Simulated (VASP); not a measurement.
A VASP calculation is set up with these files.

### KPOINTS
```
Regular mesh
0
Gamma
 5 5 5
0 0 0
```

INCAR:
```
# general
SYSTEM   =  CeO2
PREC     =  Accurate
ENCUT    =  520
LREAL    =  .False.
LASPH    =  .True.

# electronic loop
EDIFF    =  1E-6
NELM     =  100
ALGO     =  Normal
LMAXMIX  =  6

# smearing
ISMEAR   =  0
SIGMA    =  0.05

# functional
GGA      =  PE

# ions
ISIF     =  2

# output
LWAVE    =  .False.
LCHARG   =  .False.
```

### POSCAR
```
CeO2
1
    0.0000000000     2.7591000000     2.7591000000
    2.7591000000     0.0000000000     2.7591000000
    2.7591000000     2.7591000000     0.0000000000
Ce O
1 2
Direct
  0.0000000000   0.0000000000   0.0000000000
  0.2500000000   0.2500000000   0.2500000000
  0.7500000000   0.7500000000   0.7500000000
```

POTCAR, in this order: Ce O (PBE.64 set). Program: vasp_std.

Problem. Translate this PBE calculation to Ansatz.

Solution. One equivalent input (not run):
Ansatz 0.2 input:
```yaml
crystal:
  lattice:
    - [0.0000000, 2.7591000, 2.7591000]
    - [2.7591000, 0.0000000, 2.7591000]
    - [2.7591000, 2.7591000, 0.0000000]
  atoms:
    - { symbol: Ce, position: [0.0000000, 0.0000000, 0.0000000] }
    - { symbol: O, position: [0.2500000, 0.2500000, 0.2500000] }
    - { symbol: O, position: [0.7500000, 0.7500000, 0.7500000] }
kpoints:
  mp_grid: { grid: [5, 5, 5] }
hamiltonian:
  xc: pbe
  pseudopotentials: { kind: paw }
scf:
  occupations: { method: gaussian, width: 0.05 }
  max_iter: 100
output: { forces: true, stress: true, eigenvalues: true }
```
The two are equivalent in intent, not identical: each code has its own PAW files, so the cut-off isn't converted (ENCUT is set for VASP's; basis.ecutwfc is left out, and Ansatz then takes the one that its files recommend); Ansatz stops its SCF on the density residual and VASP on the energy change (EDIFF).

The compound is CeO2 in the fluorite structure. The cell was not relaxed at this level.
